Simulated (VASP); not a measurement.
An input for Quantum ESPRESSO's pw.x (written as the equivalent of a VASP run, and not itself run):

```
&CONTROL
  calculation = 'vc-relax'
  pseudo_dir = './pseudo'
  outdir = './out'
  tprnfor = .true.
  tstress = .true.
  nstep = 60
  forc_conv_thr = 0.00078
/
&SYSTEM
  ibrav = 0
  nat = 4
  ntyp = 2
  ecutwfc = 84
  occupations = 'smearing'
  smearing = 'gaussian'
  degauss = 0.003675
  input_dft = 'vdw-df2-b86r'
/
&ELECTRONS
  conv_thr = 7.3e-08
  electron_maxstep = 100
/
&IONS
/
&CELL
/
ATOMIC_SPECIES
  Zn 65.380 Zn.upf
  S 32.060 S.upf
CELL_PARAMETERS angstrom
     1.9115763   -3.3109472    0.0000000
     1.9115763    3.3109472    0.0000000
     0.0000000    0.0000000    6.2689732
ATOMIC_POSITIONS crystal
  Zn   0.6666670  0.3333330  0.5002278
  Zn   0.3333330  0.6666670  0.0002278
  S    0.6666670  0.3333330  0.8747722
  S    0.3333330  0.6666670  0.3747722
K_POINTS automatic
  6 6 3 0 0 0
```

### Question
Write the VASP files for the same calculation (rev-vdW-DF2).

### Answer
One answer among several that fit: 
**POSCAR**
```
ZnS
1
    1.9115762825    -3.3109472014     0.0000000000
    1.9115762825     3.3109472014     0.0000000000
    0.0000000000     0.0000000000     6.2689731629
Zn S
2 2
Direct
  0.6666670000   0.3333330000   0.5002277801
  0.3333330000   0.6666670000   0.0002277801
  0.6666670000   0.3333330000   0.8747722199
  0.3333330000   0.6666670000   0.3747722199
```

### KPOINTS
```
Automatic
0
gamma
  6 6 3
0 0 0
```

INCAR:
```
# general
SYSTEM  =ZnS
PREC    =Accurate
ENCUT   =520
LREAL   =F
LASPH   =T   # aspherical one-centre terms

# electronic loop
EDIFF   =1E-6   # SCF stop (eV)
NELM    =100   # most electronic steps
ALGO    =Normal   # blocked Davidson
LMAXMIX =4   # l cut-off of mixed one-centre charges

# smearing
ISMEAR  =0   # Gaussian
SIGMA   =0.05

# functional
GGA     =MK
LUSE_VDW=T
AGGAC   =0.0
PARAM1  =0.1234568
PARAM2  =0.7114
ZAB_VDW =-1.8867

# ions
IBRION  =2   # conjugate gradients
NSW     =60   # most ionic steps
ISIF    =3   # ions, shape and volume
EDIFFG  =-0.02

# output
LWAVE   =F
LCHARG  =F
```

POTCAR, in this order: Zn S (PBE.64 set). Program: vasp_std.

The two are equivalent in intent, not identical: the potentials are each code's own (VASP's PAW set, PseudoDojo norm-conserving files in pw.x), so ENCUT and ecutwfc are chosen apart and not converted; conv_thr bounds pw.x's estimated SCF error, while EDIFF bounds the energy change between steps; forc_conv_thr acts on force components and is met together with etot_conv_thr.

The compound is ZnS in the wurtzite structure, the high-temperature form. It was relaxed first. The start is the result of an earlier pass.
